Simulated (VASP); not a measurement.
An input for Quantum ESPRESSO's pw.x (written as the equivalent of a VASP run, and not itself run):

```
&CONTROL
  calculation = 'scf'
  pseudo_dir = './pseudo'
  outdir = './out'
  tprnfor = .true.
  tstress = .true.
/
&SYSTEM
  ibrav = 0
  nat = 12
  ntyp = 2
  ecutwfc = 84
  occupations = 'smearing'
  smearing = 'gaussian'
  degauss = 0.003675
  input_dft = 'pbe'
/
&ELECTRONS
  conv_thr = 7.3e-08
  electron_maxstep = 100
/
ATOMIC_SPECIES
  Pb 207.200 Pb.upf
  O 15.999 O.upf
CELL_PARAMETERS angstrom
     3.4461580    0.0000000    0.0000000
     0.0000000    5.0494050    0.0000000
     0.0000000    0.0000000   19.0281000
ATOMIC_POSITIONS crystal
  Pb   0.0000000  0.0000000  0.4747240
  Pb   0.5000000  0.5000000  0.3434710
  Pb   0.0000000  0.0000000  0.7372310
  Pb   0.5000000  0.5000000  0.6059770
  O    0.0000000  0.3074300  0.2929190
  O    0.0000000  0.6925700  0.3940230
  O    0.5000000  0.8074300  0.2627690
  O    0.5000000  0.1925700  0.4241730
  O    0.0000000  0.3074300  0.5554260
  O    0.0000000  0.6925700  0.6565240
  O    0.5000000  0.8074300  0.5252760
  O    0.5000000  0.1925700  0.6866790
K_POINTS automatic
  11 7 1 0 0 0
```

Write the VASP files for the same calculation (PBE).

One answer among several that fit: 
INCAR:
```
SYSTEM = PbO2
PREC = Accurate
ENCUT = 400
EDIFF = 1E-6
NELM = 100
ALGO = Normal
LREAL = .FALSE.
LASPH = .TRUE.
ISMEAR = 0
SIGMA = 0.05
GGA = PE
LMAXMIX = 4
LWAVE = .FALSE.
LCHARG = .FALSE.
ISIF = 2
```

POSCAR:
```
PbO2
1.0
  3.4461580000   0.0000000000   0.0000000000
  0.0000000000   5.0494050000   0.0000000000
  0.0000000000   0.0000000000  19.0281000000
Pb O
4 8
Cartesian
  0.0000000000   0.0000000000   9.0330957444
  1.7230790000   2.5247025000   6.5356005351
  0.0000000000   0.0000000000  14.0281051911
  1.7230790000   2.5247025000  11.5305909537
  0.0000000000   1.5523385791   5.5736920239
  0.0000000000   3.4970664209   7.4975090463
  1.7230790000   4.0770410791   4.9999948089
  1.7230790000   0.9723639209   8.0712062613
  0.0000000000   1.5523385791  10.5687014706
  0.0000000000   3.4970664209  12.4924043244
  1.7230790000   4.0770410791   9.9950042556
  1.7230790000   0.9723639209  13.0661966799
```

**KPOINTS**
```
Automatic mesh
0
gamma
11 7 1
0 0 0
```

POTCAR, in this order: Pb_d O (PBE.64 set). Program: vasp_std.

What does not carry over: the potentials are each code's own (VASP's PAW set, PseudoDojo norm-conserving files in pw.x), so ENCUT and ecutwfc are chosen apart and not converted; conv_thr bounds pw.x's estimated SCF error, while EDIFF bounds the energy change between steps.

The cell is a sheet with vacuum, built from a database entry that may be metastable or hypothetical.
